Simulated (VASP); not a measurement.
Calculation: PBE GGA, VASP's PBE PAW potentials (set 64) (plane waves; VASP 6.6.1).

VASP input:

### POSCAR
```
Li2O
1.0
  0.0000000000   2.1791832741   2.1791832741
  2.1791832741   0.0000000000   2.1791832741
  2.1791832741   2.1791832741   0.0000000000
Li O
2 1
Direct
  0.2500000000   0.2500000000   0.2500000000
  0.7500000000   0.7500000000   0.7500000000
  0.0000000000   0.0000000000   0.0000000000
```

### KPOINTS
```
Automatic mesh
0
Gamma
9 9 9
0 0 0
```

### INCAR
```
# general
SYSTEM  = Li2O
PREC    = Accurate
ENCUT   = 620
LREAL   = F   # projection in real space or not
LASPH   = T

# electronic loop
EDIFF   = 1E-6   # SCF stop (eV)
NELM    = 100   # most electronic steps
ALGO    = Normal   # blocked Davidson

# smearing
ISMEAR  = 0   # Gaussian
SIGMA   = 0.05   # width (eV)

# functional
GGA     = PE

# ions
IBRION  = 2   # conjugate gradients
NSW     = 40   # most ionic steps
ISIF    = 3   # ions, shape and volume
EDIFFG  = -0.02   # ionic stop
PSTRESS = 300   # kbar

# output
LWAVE   = F
LCHARG  = F
```

POTCAR, in this order: Li_sv O (PBE.64 set). Program: vasp_std.

Q: What will the output report for the number of irreducible k-points (NKPTS), largest plane-wave count, number of space-group operations, FFT grid (NGX, NGY, NGZ)?

A: 
```json
{
  "number of irreducible k-points (NKPTS)": "35",
  "largest_plane_wave_count": "745",
  "number_of_space_group_operations": "48",
  "FFT grid (NGX, NGY, NGZ)": "28 × 28 × 28"
}
```

The compound is Li2O in the antifluorite structure. This run relaxes it under an external pressure of 30 GPa. Symmetry was kept, so distortions that lower it aren't found.
